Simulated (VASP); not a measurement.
Given:

```
CELL_PARAMETERS angstrom
      0.00000     2.80260     2.80260
      2.80260     0.00000     2.80260
      2.80260     2.80260     0.00000
ATOMIC_POSITIONS crystal
  Mg 0.00000 0.00000 0.00000
  Se 0.50000 0.50000 0.50000
```

Computed with vdW-DF2, VASP's PBE PAW potentials (set 64) (plane waves; VASP). Run with 520 eV cut-off, Gaussian smearing of 0.050 eV, potentials Mg Se.

Question: What does the run give for the band gap (along the path) with the smallest direct gap where there is one?

Answer: 
```yaml
band gap (along the path): 1.63 eV
smallest direct gap (along the path): 2.16 eV
```

The compound is MgSe in the rock salt structure. It was relaxed first, which changed the volume by +8 %.
